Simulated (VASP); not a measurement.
A convergence study with VASP on CoSi2 (space group Fm-3m): one setting is varied, all else stays as given below, so the limit is that of these other settings. Each run relaxes cell and ions from the cell shown. The basis is that of the starting cell, so low cut-offs carry a Pulay error.

```
CoSi2
1.0
    0.00000     2.67196     2.67196
    2.67196     0.00000     2.67196
    2.67196     2.67196     0.00000
Co Si
1 2
Cartesian
  0.00000   0.00000   0.00000
  1.33598   1.33598   1.33598
  4.00794   4.00794   4.00794
```

Method: PBEsol GGA, VASP's PBE PAW potentials (set 64) (plane waves; VASP 6.6.1). The tightest run used: 600 eV cut-off, 11×11×11 Γ-centred mesh, Fermi-Dirac smearing of 0.10 eV, potentials Co Si.

### Question
The settings run are ENCUT = 180; ENCUT = 210; ENCUT = 255; ENCUT = 300; ENCUT = 360; ENCUT = 450; ENCUT = 600. From which on does the relaxed volume stay within 0.05 Å³/atom of the tightest run?

### Answer
From ENCUT = 300 on: it is off by 0.012 there and by no more than 0.05 in any finer run, while ENCUT = 255 is off by 0.137.
```json
[
 {"setting": "ENCUT = 180", "relaxed volume (Å³/atom)": "11.016", "E (eV/atom)": "-7.0774", "plane waves": "220", "difference judged (Å³/atom)": "1.483"},
 {"setting": "ENCUT = 210", "relaxed volume (Å³/atom)": "11.767", "E (eV/atom)": "-6.9843", "plane waves": "275", "difference judged (Å³/atom)": "0.731"},
 {"setting": "ENCUT = 255", "relaxed volume (Å³/atom)": "12.361", "E (eV/atom)": "-6.9825", "plane waves": "361", "difference judged (Å³/atom)": "0.137"},
 {"setting": "ENCUT = 300", "relaxed volume (Å³/atom)": "12.487", "E (eV/atom)": "-6.9929", "plane waves": "463", "difference judged (Å³/atom)": "0.012"},
 {"setting": "ENCUT = 360", "relaxed volume (Å³/atom)": "12.486", "E (eV/atom)": "-6.9953", "plane waves": "609", "difference judged (Å³/atom)": "0.013"},
 {"setting": "ENCUT = 450", "relaxed volume (Å³/atom)": "12.498", "E (eV/atom)": "-6.9946", "plane waves": "869", "difference judged (Å³/atom)": "0.000"},
 {"setting": "ENCUT = 600", "relaxed volume (Å³/atom)": "12.499", "E (eV/atom)": "-6.9944", "plane waves": "1303", "difference judged (Å³/atom)": "0.000"}
]
```

Left out are rungs that failed or repeat a setting and relaxations that didn't move; long series are thinned to 24 rows.

The structure is a typed CoSi2 crystal (space group no. 225). The run is not spin-polarised, so no magnetic state was tried. The electron count is odd and the run is not spin-polarised, which forces a metal.
